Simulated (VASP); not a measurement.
Here is a VASP 6.6.1 calculation.

Contents of INCAR:

```
SYSTEM = TaW
  PREC = Accurate
  ENCUT = 520
  EDIFF = 1E-7
  ISMEAR = -1
  SIGMA = 0.05
  LREAL = .FALSE.
  LASPH = .TRUE.
  NELM = 60
  ALGO = Normal
  ISIF = 2
  LWAVE = .FALSE.
  LCHARG = .FALSE.
  LMAXMIX = 4
  LDAU = .TRUE.
  LDAUTYPE = 2
  LDAUL = 2 2
  LDAUU = 6 6
  LDAUJ = 0 0
  LDAUPRINT = 1
  LDIPOL = .TRUE.
  IDIPOL = 3
  DIPOL = 0.5 0.5 0.500
  GGA = PS
  NBANDS = 46
```

File KPOINTS:

```
regular mesh
0
G
  7 7 1
  0 0 0
```

File POSCAR:

```
TaW
1.0
    2.8156310853      0.0000000000      0.0000000000
   -0.9649541523      2.6451166123      0.0000000000
    0.0000000000      0.0000000000     26.3034960250
W Ta
3 3
Direct
    0.5000000000      0.5000000000      0.2851332003
    0.5000000000      0.5000000000      0.4570266401
    0.5000000000      0.5000000000      0.6289200798
    0.0000000000      0.0000000000      0.3710799202
    0.0000000000      0.0000000000      0.5429733599
    0.0000000000      0.0000000000      0.7148667997
```

Potentials or basis: VASP PAW PBE potentials, release 64 (W_sv, Ta_pv).

Launch:

```console
$ cat potpaw_PBE.64/W_sv/POTCAR potpaw_PBE.64/Ta_pv/POTCAR > POTCAR
$ mpirun -np 1 vasp_std > vasp.out
```

Q: What does it give for the band gap on the k mesh?

A: None (metal or under the smearing width).

Q: Predict the largest force.

A: 0.455 eV/Å.

Eigenvalues of the final occupation matrices:
| site | spin | trace | eigenvalues |
| --- | --- | --- | --- |
| site 1 d | 1 | 1.59 | 0.21 0.24 0.35 0.36 0.43 |
| site 1 d | 2 | 1.59 | 0.21 0.24 0.35 0.36 0.43 |
| site 2 d | 1 | 1.64 | 0.22 0.22 0.36 0.39 0.44 |
| site 2 d | 2 | 1.64 | 0.22 0.22 0.36 0.39 0.44 |
| site 3 d | 1 | 1.64 | 0.21 0.22 0.36 0.40 0.44 |
| site 3 d | 2 | 1.64 | 0.21 0.22 0.36 0.40 0.44 |
| site 4 d | 1 | 1.13 | 0.16 0.16 0.27 0.27 0.27 |
| site 4 d | 2 | 1.13 | 0.16 0.16 0.27 0.27 0.27 |
| site 5 d | 1 | 1.12 | 0.16 0.16 0.26 0.27 0.27 |
| site 5 d | 2 | 1.12 | 0.16 0.16 0.26 0.27 0.27 |
| site 6 d | 1 | 1.10 | 0.15 0.17 0.22 0.26 0.30 |
| site 6 d | 2 | 1.10 | 0.15 0.17 0.22 0.26 0.30 |

Caveat: the PAW data sets were made with another functional, which shifts forces and pressure a little; U without spin polarisation on a metal has little footing; the U is typed as a test and isn't derived for this compound. Spin-orbit coupling is left out, which matters for the levels of Ta, W.
